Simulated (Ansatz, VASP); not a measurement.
**Ca2C: VASP beside Ansatz**

```
CELL_PARAMETERS angstrom
-0.17240 3.09009 3.09009
3.09009 -0.17240 3.09009
3.09009 3.09009 -0.17240
ATOMIC_POSITIONS crystal
C 0.00000 0.00000 0.00000
Ca 0.25057 0.25057 0.25057
Ca 0.74943 0.74943 0.74943
```

Change from the starting cell: epitaxial_111 strain +4.3%.

Alike in both runs: task single point; functional r2SCAN; k mesh 8 × 8 × 8; no spin polarisation.

|  | VASP | Ansatz |
| --- | --- | --- |
| version | VASP 6.6.1 | Ansatz 0.2.0 |
| potentials or method | VASP PAW PBE potentials, release 64 (C, Ca_sv) | plane waves, PAW |
| plane-wave cutoff (eV) | 520 | 500 |
| occupations | gaussian, width 0.01 eV | fixed |
| valence electrons in the cell | 24 | 24 |

Ansatz gave:

```
gap on the k mesh at the Fermi level (eV)       : 0.37
pressure (GPa)                                  : -2.0
largest component of the traceless stress (GPa) : 1.01
rms of the force components (eV/Å)              : 0.000
```

What did VASP give for the same quantities?

gap on the k mesh at the Fermi level (eV): 0.36; pressure (GPa): -1.7; largest component of the traceless stress (GPa): 1.05; rms of the force components (eV/Å): 0.007.

Atom by atom the forces differ by 0.007 eV/Å (rms over components).

Caveats: the PAW data sets were made with another functional, which shifts forces and pressure a little (VASP). A k mesh can miss the band edges.
